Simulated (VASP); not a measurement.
Input:

```yaml
crystal:
  lattice:
    - [0.00000, 2.31500, 2.31500]
    - [2.31500, 0.00000, 2.31500]
    - [2.31500, 2.31500, 0.00000]
  atoms:
    - { symbol: Na, position: [0.00000, 0.00000, 0.00000] }
    - { symbol: F, position: [0.50000, 0.50000, 0.50000] }
```

Calculation: PBEsol GGA, VASP's PBE PAW potentials (set 64) (plane waves; VASP 6.6.1). Numerical set-up: 520 eV cut-off, 9×9×9 Γ-centred mesh, Gaussian smearing of 0.050 eV, potentials Na_pv F.

Q: Estimate the energy per atom (σ→0), band gap (on the k-mesh) with the smallest direct gap where there is one.

A: 
- band gap (on the k-mesh) = 6.17 eV
- smallest direct gap (on the k-mesh) = 6.17 eV
- energy per atom (σ→0) = -4.384 eV/atom

The compound is NaF in the rock salt structure. The cell was not relaxed at this level.
